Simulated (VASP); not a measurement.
```yaml
crystal:
  lattice:
    - [0.00000, 2.29740, 2.29740]
    - [2.29740, 0.00000, 2.29740]
    - [2.29740, 2.29740, 0.00000]
  atoms:
    - { symbol: Li, position: [0.25000, 0.25000, 0.25000] }
    - { symbol: Li, position: [0.75000, 0.75000, 0.75000] }
    - { symbol: O, position: [0.00000, 0.00000, 0.00000] }
```

Method: RPBE GGA, VASP's PBE PAW potentials (set 64) (plane waves; VASP). Run with 520 eV cut-off, 8×8×8 Γ-centred mesh, Gaussian smearing of 0.050 eV, potentials Li_sv O.

Q: Give the stress tensor in GPa (positive for a compressed cell).

A: 
```
5.39  0.00  0.00
0.00  5.39  0.00
0.00  0.00  5.39
```
The pressure is its mean diagonal, 5.39 GPa.

The compound is Li2O in the antifluorite structure. This cell is one point of a volume scan, at 0.94 of the reference volume.
